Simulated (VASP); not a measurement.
An input for Quantum ESPRESSO's pw.x (written as the equivalent of a VASP run, and not itself run):

```
&CONTROL
  calculation = 'scf'
  pseudo_dir = './pseudo'
  outdir = './out'
  tprnfor = .true.
  tstress = .true.
/
&SYSTEM
  ibrav = 0
  nat = 3
  ntyp = 2
  ecutwfc = 70
  occupations = 'smearing'
  smearing = 'fermi-dirac'
  degauss = 0.00735
  input_dft = 'pz'
/
&ELECTRONS
  conv_thr = 7.3e-08
  electron_maxstep = 100
/
ATOMIC_SPECIES
  Si 28.085 Si.upf
  W 183.840 W.upf
CELL_PARAMETERS angstrom
    -1.6181610    1.6181610    3.9471030
     1.6181610   -1.6181610    3.9471030
     1.6181610    1.6181610   -3.9471030
ATOMIC_POSITIONS crystal
  Si   0.6650000  0.6650000  0.0000000
  Si   0.3350000  0.3350000  0.0000000
  W    0.0000000  0.0000000  0.0000000
K_POINTS automatic
  4 4 5 0 0 0
```

Problem. Write the VASP files for the same calculation (LDA).

Solution. Several could match; the one computed here: 
KPOINTS:
```
Automatic mesh
0
Gamma
4 4 5
0 0 0
```

### POSCAR
```
WSi2
1
   -1.6181610000     1.6181610000     3.9471030000
    1.6181610000    -1.6181610000     3.9471030000
    1.6181610000     1.6181610000    -3.9471030000
Si W
2 1
Direct
  0.6650000000   0.6650000000   0.0000000000
  0.3350000000   0.3350000000   0.0000000000
  0.0000000000   0.0000000000   0.0000000000
```

INCAR:
```
ALGO = Normal
EDIFF = 1E-6
ENCUT = 300
ISIF = 2
ISMEAR = -1
LASPH = .TRUE.
LCHARG = .FALSE.
LMAXMIX = 6
LREAL = .FALSE.
LWAVE = .FALSE.
NELM = 100
PREC = Accurate
SIGMA = 0.1
SYSTEM = WSi2
```

POTCAR, in this order: Si W_sv (LDA.64 set). Program: vasp_std.

The two are equivalent in intent, not identical: the potentials are each code's own (VASP's PAW set, PseudoDojo norm-conserving files in pw.x), so ENCUT and ecutwfc are chosen apart and not converted; conv_thr bounds pw.x's estimated SCF error, while EDIFF bounds the energy change between steps.

The structure is a typed WSi2 crystal (I4/mmm). The cell was not relaxed at this level. The k-mesh is coarse (spacing up to 0.55 per Å, 2π included), so the numbers may not be converged in it. The run is one of a series of settings (KPOINTS 4×4×5 Γ-centred mesh against the base run), some of them coarse on purpose.
